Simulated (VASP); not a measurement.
Input:

```yaml
crystal:
  lattice:
    - [0.00000, 4.31918, 4.31918]
    - [4.31918, 0.00000, 4.31918]
    - [4.31918, 4.31918, 0.00000]
  atoms:
    - { symbol: Ca, position: [0.50000, 0.50000, 0.50000] }
    - { symbol: Pb, position: [0.00000, 0.00000, 0.00000] }
    - { symbol: F, position: [0.76015, 0.76015, 0.23985] }
    - { symbol: F, position: [0.23985, 0.23985, 0.76015] }
    - { symbol: F, position: [0.23985, 0.76015, 0.76015] }
    - { symbol: F, position: [0.76015, 0.23985, 0.23985] }
    - { symbol: F, position: [0.76015, 0.23985, 0.76015] }
    - { symbol: F, position: [0.23985, 0.76015, 0.23985] }
```

All values below come from r2SCAN meta-GGA, VASP's PBE PAW potentials (set 64) (plane waves; VASP). Numerical set-up: 520 eV cut-off, 5×5×5 Γ-centred mesh, tetrahedra with Blöchl corrections, potentials Ca_sv Pb_d F.

Unless said otherwise, spin-orbit coupling is left out, though it shifts the bands of the heavy elements here.

**Question.** Give the energies of bands 21 to 34 at the high-symmetry points, in eV from the valence-band maximum.

**Answer.** 
```tsv
band	Γ	X	U	L	W
21	-1.15	-0.95	-0.93	-0.90	-1.03
22	-1.15	-0.84	-0.86	-0.87	-0.91
23	-0.80	-0.80	-0.75	-0.87	-0.67
24	-0.80	-0.67	-0.68	-0.82	-0.67
25	-0.53	-0.67	-0.66	-0.82	-0.67
26	-0.53	-0.58	-0.64	-0.44	-0.64
27	-0.53	-0.58	-0.57	-0.44	-0.58
28	-0.44	-0.51	-0.55	-0.42	-0.51
29	-0.44	-0.48	-0.53	-0.42	-0.51
30	-0.44	-0.48	-0.39	-0.30	-0.48
31	0.00	-0.48	-0.39	-0.15	-0.43
32	0.00	-0.48	-0.29	-0.15	-0.16
33	0.00	0.00	-0.07	-0.15	-0.16
34	4.41	4.68	4.82	5.05	4.83
```

The gap is direct, 4.41 eV, from the valence maximum at Γ to the conduction minimum at Γ.

The structure comes from a computed database's CaPbF6 entry (Fm-3m); how it stands against other phases isn't given here. It was relaxed first.
